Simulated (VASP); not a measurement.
Here is the system:

```
CELL_PARAMETERS angstrom
      3.59575     0.00000     0.00000
      0.00000     3.59575     0.00000
      0.00000     0.00000     3.59575
ATOMIC_POSITIONS crystal
  Al 0.00000 0.00000 0.00000
  Ni 0.00000 0.50000 0.50000
  Ni 0.50000 0.00000 0.50000
  Ni 0.50000 0.50000 0.00000
```
Starting moments (μB, in the order of the record's atoms Al Ni Ni Ni): 0.0 0.3 0.3 0.3.

All values below come from r2SCAN meta-GGA, VASP's PBE PAW potentials (set 64) (plane waves; VASP). Settings: 520 eV cut-off, 9×9×9 Γ-centred mesh, first-order Methfessel-Paxton smearing of 0.10 eV, potentials Al Ni.

Estimate the cell moment, energy per atom (σ→0), pressure, band gap (on the k-mesh) with the smallest direct gap where there is one.

The band gap (on the k-mesh) is none (metal, semimetal or under 0.01 eV), the cell moment comes out as 0.93 μB and the energy per atom (σ→0) is -1066.5 kJ/mol-atom. The pressure is -102.2 kbar.

Give the moment on each site (PAW-sphere projection).

```json
[
 {"site": "Al1", "moment (μB)": "-0.02"},
 {"site": "Ni2", "moment (μB)": "0.35"},
 {"site": "Ni3", "moment (μB)": "0.35"},
 {"site": "Ni4", "moment (μB)": "0.35"}
]
```

The compound is Ni3Al in the L1_2 structure. This cell is one point of a volume scan, at 1.06 of the reference volume.
